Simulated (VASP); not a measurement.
# GW on SiC

How does the gap of SiC change from the starting functional to GW? The cell has space group P6_3mc, a computed entry that need not be the common form of this compound. The start is a computed cell from the Materials Project.

Calculated with VASP 6.6.1; PBE; plane waves and PAW (Si, C), in the first sound run; inputs show where later runs differ.

Report form: the programs' logs are mostly left out.

## Step 1: Set-up

The structure is hexagonal, space group P6_3mc (No. 186). Conventional cell: a = 3.076 Å, b = 3.076 Å, c = 10.071 Å, α = 90.00°, β = 90.00°, γ = 120.00°. Nearest to Si lie 4 C at 1.88 to 1.89 Å. Nearest to C lie 4 Si at 1.88 to 1.89 Å. Nearest to C lie 4 Si at 1.88 to 1.89 Å. Farther neighbours are not listed.

## Step 2: Relaxation

The atoms are relaxed first inside the given cell, which is kept (ISIF = 2), since band edges depend on the positions.

INCAR

```
SYSTEM = SiC
PREC = Accurate
ENCUT = 520
EDIFF = 1E-06
NELM = 100
ISMEAR = 0
SIGMA = 0.05
LREAL = .FALSE.
ALGO = Normal
GGA = PE
NBANDS = 24
LWAVE = .FALSE.
LCHARG = .FALSE.
KPAR = 4
IBRION = 2
NSW = 60
ISIF = 2
EDIFFG = -0.01
```

POSCAR

```
SiC
1.0
    3.0756941497      0.0000000000      0.0000000000
   -1.5378470748      2.6636292679      0.0000000000
    0.0000000000      0.0000000000     10.0706464800
Si C
4 4
Direct
    0.0000000000      0.0000000000      0.1878943800
    0.0000000000      0.0000000000      0.6878943800
    0.3333333333      0.6666666667      0.4378419800
    0.6666666667      0.3333333333      0.9378419800
    0.0000000000      0.0000000000      0.0004600500
    0.0000000000      0.0000000000      0.5004600500
    0.3333333333      0.6666666667      0.2498025900
    0.6666666667      0.3333333333      0.7498025900
```

KPOINTS

```
Automatic mesh
0
Gamma
8 8 2
0 0 0
```

PAW data sets: Si and C (PBE family, release 64).

Run with:

```
> mpirun -np 4 vasp_std
```

Elapsed: 4.8 s, on 4 MPI ranks of Intel Xeon 6975P-C (Granite Rapids), shared host; peak memory 0.83 GiB; 17 s of CPU time.

The run keeps the 12 symmetry operations of its start, so it cannot find a distortion of lower symmetry.

Hardly anything moved in the relaxation; the energy changed by under 0.2 meV an atom.

This step gave:

* free energy (TOTEN): -60.2283 eV
* Fermi energy: 8.501 eV
* pressure: 3.865 GPa

At PBE, with these data sets, the largest force is down to 0.0039 eV/Å.

## Step 3: Ground state

This step: PBE; plane waves and PAW (Si_GW, C_GW) (VASP 6.6.1).

The orbitals come from a self-consistent PBE run with a tight EDIFF and a narrow smearing. KPOINTS_OPT adds the bands along a path, which shows whether the mesh holds the band edges.

INCAR

```
SYSTEM = SiC
PREC = Accurate
ENCUT = 440
EDIFF = 1E-08
NELM = 100
ISMEAR = 0
SIGMA = 0.01
LREAL = .FALSE.
ALGO = Normal
GGA = PE
NBANDS = 24
LORBIT = 11
LWAVE = .TRUE.
LCHARG = .FALSE.
KPAR = 4
```

POSCAR is that of step 2.

KPOINTS

```
Automatic mesh
0
Gamma
6 6 2
0 0 0
```

KPOINTS_OPT

```
Line mode
8
Line-mode
Reciprocal
  0.00000000   0.00000000   0.00000000 GAMMA
  0.50000000   0.00000000   0.00000000 M

  0.50000000   0.00000000   0.00000000 M
  0.33333333   0.33333333   0.00000000 K

  0.33333333   0.33333333   0.00000000 K
  0.00000000   0.00000000   0.00000000 GAMMA

  0.00000000   0.00000000   0.00000000 GAMMA
  0.00000000   0.00000000   0.50000000 A

  0.00000000   0.00000000   0.50000000 A
  0.50000000   0.00000000   0.50000000 L

  0.50000000   0.00000000   0.50000000 L
  0.33333333   0.33333333   0.50000000 H

  0.33333333   0.33333333   0.50000000 H
  0.00000000   0.00000000   0.50000000 A

  0.50000000   0.00000000   0.50000000 L
  0.50000000   0.00000000   0.00000000 M

  0.33333333   0.33333333   0.00000000 K
  0.33333333   0.33333333   0.50000000 H
```

Potentials, in the order of the species: Si_GW and C_GW (PBE family, release 64).

Run with:

```
> mpirun -np 4 vasp_std
```

It took 14 s on 4 MPI ranks; peak memory 0.85 GiB.

This step gave:

```yaml
free_energy_toten: -60.1528 eV
fermi_energy: 7.932 eV
pressure: 2.803 GPa
least_gap_on_mesh_and_path: 2.219 eV
least_direct_gap_on_mesh_and_path: 3.342 eV
```

The highest empty bands on the path are converged less tightly, to about 0.1 eV. Electronic bands along the path, in eV, zero at the valence-band top; v1 is the highest filled band, c1 the lowest empty one:

| point | v4 | v3 | v2 | v1 | c1 | c2 | c3 | c4 |
| --- | --- | --- | --- | --- | --- | --- | --- | --- |
| Γ | -0.58 | -0.05 | 0.00 | 0.00 | 5.10 | 5.68 | 6.31 | 6.33 |
| 0.43 of the way | -1.48 | -1.43 | -0.62 | -0.41 | 4.19 | 4.80 | 5.35 | 6.49 |
| M | -2.37 | -2.23 | -1.58 | -1.12 | 2.22 | 2.35 | 4.22 | 4.75 |
| 0.43 of the way | -3.15 | -2.26 | -1.89 | -1.83 | 2.97 | 3.71 | 4.88 | 5.76 |
| K | -4.00 | -2.88 | -2.88 | -1.67 | 3.97 | 3.97 | 5.18 | 5.59 |
| 0.43 of the way | -2.55 | -2.42 | -2.01 | -1.24 | 4.27 | 4.85 | 5.07 | 6.48 |
| Γ | -0.58 | -0.05 | 0.00 | 0.00 | 5.10 | 5.68 | 6.31 | 6.33 |
| 0.57 of the way | -0.38 | -0.38 | -0.07 | -0.07 | 5.18 | 5.50 | 6.56 | 6.64 |
| A | -0.21 | -0.21 | -0.21 | -0.21 | 5.31 | 5.31 | 6.78 | 6.78 |
| 0.57 of the way | -1.39 | -1.39 | -1.07 | -1.07 | 3.60 | 3.60 | 5.27 | 5.27 |
| L | -2.51 | -2.51 | -1.56 | -1.56 | 2.64 | 2.64 | 4.21 | 4.21 |
| 0.57 of the way | -3.23 | -3.23 | -2.09 | -2.09 | 3.52 | 3.52 | 5.83 | 5.83 |
| H | -2.76 | -2.76 | -2.46 | -2.46 | 3.23 | 3.23 | 6.68 | 6.68 |
| 0.57 of the way | -1.72 | -1.72 | -0.95 | -0.95 | 5.12 | 5.12 | 5.67 | 5.67 |
| A | -0.21 | -0.21 | -0.21 | -0.21 | 5.31 | 5.31 | 6.78 | 6.78 |
| jump to L | -2.51 | -2.51 | -1.56 | -1.56 | 2.64 | 2.64 | 4.21 | 4.21 |
| 0.43 of the way | -2.55 | -1.98 | -1.90 | -1.28 | 2.49 | 2.51 | 4.00 | 4.73 |
| M | -2.37 | -2.23 | -1.58 | -1.12 | 2.22 | 2.35 | 4.22 | 4.75 |
| jump to K | -4.00 | -2.88 | -2.88 | -1.67 | 3.97 | 3.97 | 5.18 | 5.59 |
| 0.57 of the way | -3.48 | -2.60 | -2.60 | -2.09 | 3.47 | 3.47 | 5.74 | 6.30 |
| H | -2.76 | -2.76 | -2.46 | -2.46 | 3.23 | 3.23 | 6.68 | 6.68 |

Of the projections kept (Si, C), the largest for each band there; the rest of the weight can lie on other orbitals:

| point | v4 | v3 | v2 | v1 | c1 | c2 | c3 | c4 |
| --- | --- | --- | --- | --- | --- | --- | --- | --- |
| Γ | C 0.70 | C 0.74 | C 0.75 | C 0.75 | Si 0.64 | Si 0.66 | C 0.75 | Si 0.66 |
| M | C 0.60 | C 0.63 | C 0.64 | C 0.67 | Si 0.62 | Si 0.77 | Si 0.84 | Si 0.74 |
| K | C 0.54 | C 0.57 | C 0.57 | C 0.63 | Si 0.59 | Si 0.59 | Si 0.76 | Si 0.66 |
| Γ | C 0.70 | C 0.74 | C 0.75 | C 0.75 | Si 0.64 | Si 0.66 | C 0.75 | Si 0.66 |
| A | C 0.73 | C 0.73 | C 0.73 | C 0.73 | Si 0.65 | Si 0.65 | C 0.51 | Si 0.51 |
| L | C 0.59 | C 0.59 | C 0.64 | C 0.64 | Si 0.69 | Si 0.69 | Si 0.71 | Si 0.71 |

The cell has a gap of 2.22 eV on mesh and path and a pressure of +2.8 GPa, which holds the misfit of the given cell and coordinates with this functional, and any error of cutoff, mesh and data sets.

## Step 4: Empty bands

The next step needs empty bands that the ground-state run didn't converge, so the Hamiltonian is diagonalised exactly for NBANDS bands, in a single step. LOPTICS writes the k-derivatives of the orbitals (WAVEDER), which give the long-wavelength limit of the screening.

INCAR

```
SYSTEM = SiC
PREC = Accurate
ENCUT = 440
ISMEAR = 0
SIGMA = 0.01
LREAL = .FALSE.
GGA = PE
NBANDS = 348
ALGO = Exact
NELM = 1
LWAVE = .TRUE.
LCHARG = .FALSE.
LOPTICS = .TRUE.
NEDOS = 1000
CSHIFT = 0.1
```

POSCAR is that of step 3.

KPOINTS is that of step 3.

Run with:

```
> mpirun -np 4 vasp_std
```

It took 24 s on 4 MPI ranks; peak memory 1.5 GiB.

The gap is read on the k-mesh alone, so it is an upper bound where the band edges lie off the mesh.

A gap read on the k-mesh alone can miss the band edges.

Numbers from this step:

```
gap on the k-mesh              : 2.219 eV
least direct gap on the k-mesh : 3.342 eV
```

WAVECAR now holds 348 bands for 32 electrons. Its independent-particle dielectric tensor has xx, yy, zz = 7.7, 7.7, 7.6 on this mesh, which isn't tested for convergence in mesh or bands and lacks local fields.

## Step 5: evGW0

This step: evGW0 on PBE; plane waves and PAW (Si_GW, C_GW) (VASP 6.6.1).

The lowest NBANDSGW levels in G are updated for four passes while W stays fixed, so the result depends less on the starting levels.

INCAR

```
SYSTEM = SiC
PREC = Accurate
ENCUT = 440
ISMEAR = 0
SIGMA = 0.01
LREAL = .FALSE.
GGA = PE
NBANDS = 348
ALGO = EVGW0
NELMGW = 4
ENCUTGW = 150
NOMEGA = 48
PRECFOCK = Fast
NBANDSGW = 24
LWAVE = .FALSE.
LCHARG = .FALSE.
```

POSCAR is that of step 4.

KPOINTS is that of step 4.

Run with:

```
> mpirun -np 4 vasp_std
```

Elapsed: 18 min, on 4 MPI ranks; peak memory 2 GiB.

This step gave:

```yaml
quasiparticle_gap_on_the_mesh: 3.199 eV
smallest_direct_quasiparticle_gap_on_the_mesh: 4.441 eV
gap_of_the_starting_orbitals_on_the_mesh: 2.219 eV
```

QP gap by iteration, by row:

| iteration | gap (eV) | direct gap (eV) |
| --- | --- | --- |
| 1 | 3.053 | 4.277 |
| 2 | 3.177 | 4.415 |
| 3 | 3.196 | 4.437 |
| 4 | 3.199 | 4.441 |

GW takes the gap from 2.219 to 3.199 eV. The last pass still moved it by +3 meV. The value holds for 348 bands, ENCUTGW = 150 eV and this mesh, and isn't shown to be converged in them.

## Step 6: Outcome

```
evGW0 on PBE, 348 bands, ENCUTGW 150 eV, NOMEGA 48, mesh 6×6×2 : 2.219 → 3.199 eV
```

**Reading.** evGW0 gives a quasiparticle gap of 3.199 eV on the mesh, 0.98 eV over the PBE gap on the same mesh. On mesh and path the starting valence top lies at Γ and the conduction bottom at (0.5, 0, 0), so the starting gap is indirect. Both points lie on the GW mesh. In evGW0 the first pass, which is the one-shot result, gives 3.053 eV and pass 4 gives 3.199 eV; the last pass changed the gap by +3 meV, so the loop is converged. Bands, response cutoff and mesh weren't tested for convergence. Not tabulated here, as repeats of values shown or as unfit to read for their mesh, reference level or band range: gaps (relaxation); eps2 curves (empty bands); eps1 curves and static values (empty bands).

[Lines on the potential files, build, host, timing and source positions are cut from VASP's logs without a mark.]

[Logs are printed without paths, hosts, clocks, repeated set-up lines and the standing remarks that a program may print on its own settings, such as how far it seeks lower states.]

[Hosts, paths, dates, database ids (printed as entryN), source tags and the programs' standing remarks are cut or masked in the printed files.]

[Pressures printed for these runs are not shown converged in the cutoff: they can be off by several GPa and have the wrong sign.]
